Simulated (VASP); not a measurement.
Given:

```
CELL_PARAMETERS angstrom
      0.00000     2.96349     2.96349
      2.96349     0.00000     2.96349
      2.96349     2.96349     0.00000
ATOMIC_POSITIONS crystal
  Al 0.25000 0.25000 0.25000
  Al 0.75000 0.75000 0.75000
  Au 0.00000 0.00000 0.00000
```

All values below come from PBE GGA with D3 dispersion (Becke-Johnson damping), VASP's PBE PAW potentials (set 64) (plane waves; VASP). Numerical set-up: 520 eV cut-off, 9×9×9 Γ-centred mesh, first-order Methfessel-Paxton smearing of 0.10 eV, potentials Al Au.

Unless said otherwise, spin-orbit coupling is left out, though it shifts the bands of the heavy elements here.

Question: What does the run give for the energy per atom (σ→0), pressure, band gap (on the k-mesh) with the smallest direct gap where there is one?

Answer: 
The band gap (on the k-mesh) is none (metal, semimetal or under 0.01 eV). The energy per atom (σ→0) is -4.397 eV/atom and the pressure is 3.85 GPa.

The absolute energy has meaning only against runs of the same code, potentials and settings.

The compound is AuAl2 in the fluorite structure. This cell is one point of a volume scan, at 0.97 of the reference volume. The electron count is odd and the run is not spin-polarised, which forces a metal.
